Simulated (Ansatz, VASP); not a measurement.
## Two plane-wave programs on Sc3S

```
Sc S
1.0
     6.13105    0.00000    0.00000
    -3.06553    5.30965    0.00000
     0.00000    0.00000    4.92112
Sc S
6 2
Cartesian
  3.0655 3.5362 1.2303
  -1.5297 4.4229 3.6908
  1.5358 0.8867 1.2303
  0.0000 1.7734 3.6908
  4.5952 0.8867 1.2303
  1.5297 4.4229 3.6908
  0.0000 3.5398 1.2303
  3.0655 1.7699 3.6908
```

Alike in both runs: task relaxation of cell and atoms; functional PBE; k mesh 3 × 3 × 4; occupations gaussian, width 0.1 eV; no spin polarisation.

```csv
,VASP,Ansatz
version,VASP 6.6.1,Ansatz 0.2.0
potentials or method,"VASP PAW PBE potentials, release 64 (Sc_sv, S)","scalar-relativistic, plane waves, PAW"
plane-wave cutoff (eV),600,420
valence electrons in the cell,78,78
```

|  | VASP | Ansatz | Ansatz less VASP |
| --- | --- | --- | --- |
| gap on the k mesh at the Fermi level, each at its own relaxed structure (eV) | none | none | - |
| relaxed volume (Å³/atom) | 19.17 | 19.10 | -0.073 |
| relaxed cell length with the largest relative difference (Å) | 4.748 | 4.737 | -0.0111 |
| energy change over the relaxation (meV/atom) | -16 | -18 | -1.4 |

A gap of «none» marks a metal or a gap that the smearing closes.

Caveats: the k mesh is coarse (spacing up to 0.39 Å⁻¹), so the values aren't converged.
